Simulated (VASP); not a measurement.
VASP ran on this input.

KPOINTS:
```
Automatic mesh
0
Gamma
7 7 7
0 0 0
```

### INCAR
```
SYSTEM = MnO
PREC = Accurate
ENCUT = 520
EDIFF = 1E-6
NELM = 100
ALGO = Normal
LREAL = .FALSE.
LASPH = .TRUE.
ISMEAR = 0
SIGMA = 0.05
GGA = PE
LMAXMIX = 4
ISPIN = 2
MAGMOM = 5.0 -5.0 0.0 0.0
LORBIT = 10
LWAVE = .FALSE.
LCHARG = .FALSE.
ISIF = 2
```

### POSCAR
```
MnO
1
    2.2200000000     4.4400000000     2.2200000000
    4.4400000000     2.2200000000     2.2200000000
    2.2200000000     2.2200000000     4.4400000000
Mn O
2 2
Direct
  0.0000000000   0.0000000000   0.0000000000
  0.5000000000   0.5000000000   0.5000000000
  0.2500000000   0.2500000000   0.2500000000
  0.7500000000   0.7500000000   0.7500000000
```

POTCAR, in this order: Mn_pv O (PBE.64 set). Program: vasp_std.

Output

standard output:
```
 -----------------------------------------------------------------------------
|                                                                             |
|     EEEEEEE  RRRRRR   RRRRRR   OOOOOOO  RRRRRR      ###     ###     ###     |
|     E        R     R  R     R  O     O  R     R     ###     ###     ###     |
|     E        R     R  R     R  O     O  R     R     ###     ###     ###     |
|     EEEEE    RRRRRR   RRRRRR   O     O  RRRRRR       #       #       #      |
|     E        R   R    R   R    O     O  R   R                               |
|     E        R    R   R    R   O     O  R    R      ###     ###     ###     |
|     EEEEEEE  R     R  R     R  OOOOOOO  R     R     ###     ###     ###     |
|                                                                             |
|     ERROR: the triple product of the basis vectors is negative exchange     |
|     two basis vectors                                                       |
|                                                                             |
|       ---->  I REFUSE TO CONTINUE WITH THIS SICK JOB ... BYE!!! <----       |
|                                                                             |
 -----------------------------------------------------------------------------
```

Q: From input and log, find the fault in this run and mend it.

A: The cause: the lattice vectors form a left-handed set. VASP stops with an error: ERROR: the triple product of the basis vectors is negative exchange two basis vectors ----> I REFUSE TO CONTINUE WITH THIS SICK JOB ... BYE!!! <---- To mend it, correct POSCAR.
POSCAR:
```
MnO
1
    4.4400000000     2.2200000000     2.2200000000
    2.2200000000     4.4400000000     2.2200000000
    2.2200000000     2.2200000000     4.4400000000
Mn O
2 2
Direct
  0.0000000000   0.0000000000   0.0000000000
  0.5000000000   0.5000000000   0.5000000000
  0.2500000000   0.2500000000   0.2500000000
  0.7500000000   0.7500000000   0.7500000000
```
The mended run (PBE GGA, plane waves, VASP's PBE PAW potentials (set 64)) converges, and its OSZICAR ends with
```
   1 F= -.33109634E+02 E0= -.33109634E+02  d E =-.177987E-27  mag=     0.0000
```

The compound is MnO in the rock salt, AFM-II order structure. The cell was not relaxed at this level.
